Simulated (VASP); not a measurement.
# LaPd2: equation of state with PBE

Crystal: LaPd2.

```
CELL_PARAMETERS angstrom
-2.00387 2.00387 4.47173
2.00387 -2.00387 4.47173
2.00387 2.00387 -4.47173
ATOMIC_POSITIONS crystal
La 0.00000 0.00000 0.00000
Pd 0.25000 0.75000 0.50000
Pd 0.75000 0.25000 0.50000
```

The cell comes from a database or a generator and needn't be the stable form of this composition.

```
Program             : VASP 6.6.1
Task                : equation of state
Functional          : PBE
Potentials or basis : VASP PAW PBE potentials, release 64 (La, Pd)
Cutoff              : 520 eV
k mesh              : 9 × 9 × 9
Occupations         : fermi-dirac, width 0.05 eV
Spin                : no spin polarisation
```

- Equilibrium volume: 23.79 Å³/atom
- Bulk modulus at fixed shape and positions: 78 GPa
- Pressure derivative of the bulk modulus: 4.5

Energy against volume, from the lowest point:
```
volume (Å³/atom)  energy (meV/atom)
          22.505              18.61
          22.984               6.93
          23.463               0.92
          23.942               0.00
          24.421               3.62
          24.899              11.32
          25.378              22.66
```

All runs of the series together: 13 min on 1 thread of Intel(R) Xeon(R) 6975P-C (Granite Rapids), on a shared host.

Caveat: the cell was scaled at fixed shape and fractional positions, which overstates the stiffness of a crystal with free parameters, most of all of layers and chains. Spin-orbit coupling is left out, which matters for the levels of La.
